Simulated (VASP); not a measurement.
Ru, 2 atoms in the cell. The structure is hexagonal, space group P6_3/mmc (No. 194). The conventional cell has a = 2.689 Å, b = 2.689 Å, c = 4.252 Å, α = 90.00°, β = 90.00°, γ = 120.00°. Ru (site symmetry -6m2) is surrounded by 12 Ru at 2.63 to 2.69 Å. 

| Quantity | Value |
| --- | --- |
| Program | VASP 6.6.1 |
| Task | single point |
| Functional | PBEsol |
| Potentials or basis | VASP PAW PBE potentials, release 64 (Ru_pv) |
| Cutoff | 900 eV |
| k mesh | 18 × 18 × 10 |
| Occupations | gaussian, width 0.1 eV |
| Spin | no spin polarisation |
| Further INCAR settings | ALGO = Normal; EDIFF = 1e-06 |

Potentials or basis: VASP PAW PBE potentials, release 64 (Ru_pv).

Command:

```sh
$ cat potpaw_PBE.64/Ru_pv/POTCAR > POTCAR
$ mpirun -np 1 vasp_std > vasp.out
```

Hardware: 1 thread of Intel(R) Xeon(R) 6975P-C (Granite Rapids), on a shared host.

**Question.** Estimate the wall time of this run.

**Answer.** Wall time 2.8 min on 1 thread of Intel(R) Xeon(R) 6975P-C (Granite Rapids), with other jobs on the host, peak memory 0.57 GiB. Counts: scf iterations 12, k points 546.
